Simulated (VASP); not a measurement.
An input for Quantum ESPRESSO's pw.x (written as the equivalent of a VASP run, and not itself run):

```
&CONTROL
  calculation = 'scf'
  pseudo_dir = './pseudo'
  outdir = './out'
  tprnfor = .true.
  tstress = .true.
/
&SYSTEM
  ibrav = 0
  nat = 12
  ntyp = 2
  ecutwfc = 82
  occupations = 'tetrahedra'
  input_dft = 'pbe'
/
&ELECTRONS
  conv_thr = 7.3e-09
  electron_maxstep = 100
/
ATOMIC_SPECIES
  Si 28.085 Si.upf
  C 12.011 C.upf
CELL_PARAMETERS angstrom
     1.5468402   -2.6792055   -0.0000000
     1.5468402    2.6792055    0.0000000
     0.0000000    0.0000000   15.1806365
ATOMIC_POSITIONS crystal
  Si   1.0000000  0.0000000  0.9998452
  Si   0.0000000  0.0000000  0.4998452
  Si   0.6666670  0.3333330  0.8330876
  Si   0.3333330  0.6666670  0.3330876
  Si   0.6666670  0.3333330  0.1665987
  Si   0.3333330  0.6666670  0.6665987
  C    0.0000000  1.0000000  0.8744771
  C    1.0000000  0.0000000  0.3744771
  C    0.6666670  0.3333330  0.7080907
  C    0.3333330  0.6666670  0.2080907
  C    0.6666670  0.3333330  0.0416007
  C    0.3333330  0.6666670  0.5416007
K_POINTS automatic
  9 9 2 0 0 0
```

Task: Write the VASP files for the same calculation (PBE).

Result: Several could match; the one computed here: 
**POSCAR**
```
SiC
1
    1.5468402487    -2.6792054805    -0.0000000000
    1.5468402487     2.6792054805     0.0000000000
    0.0000000000     0.0000000000    15.1806365072
Si C
6 6
Direct
  1.0000000000   0.0000000000   0.9998451735
  0.0000000000   0.0000000000   0.4998451735
  0.6666670000   0.3333330000   0.8330875846
  0.3333330000   0.6666670000   0.3330875846
  0.6666670000   0.3333330000   0.1665987264
  0.3333330000   0.6666670000   0.6665987264
  0.0000000000   1.0000000000   0.8744770976
  1.0000000000   0.0000000000   0.3744770976
  0.6666670000   0.3333330000   0.7080906946
  0.3333330000   0.6666670000   0.2080906946
  0.6666670000   0.3333330000   0.0416007234
  0.3333330000   0.6666670000   0.5416007234
```

INCAR:
```
ALGO  =  Normal
EDIFF  =  1E-7
ENCUT  =  520
GGA  =  PE
ISIF  =  2
ISMEAR  =  -5
LASPH  =  .TRUE.
LCHARG  =  .TRUE.
LEFG  =  .TRUE.
LORBIT  =  11
LREAL  =  .FALSE.
LWAVE  =  .FALSE.
NEDOS  =  601
NELM  =  100
PREC  =  Accurate
SYSTEM  =  SiC
```

KPOINTS:
```
Automatic mesh
0
Gamma
9 9 2
0 0 0
```

POTCAR, in this order: Si C (PBE.64 set). Program: vasp_std.

What does not carry over: the potentials are each code's own (VASP's PAW set, PseudoDojo norm-conserving files in pw.x), so ENCUT and ecutwfc are chosen apart and not converted; conv_thr bounds pw.x's estimated SCF error, while EDIFF bounds the energy change between steps; the field gradients of LEFG aren't asked of the other code.

The compound is SiC in the 6h structure. It was relaxed first.
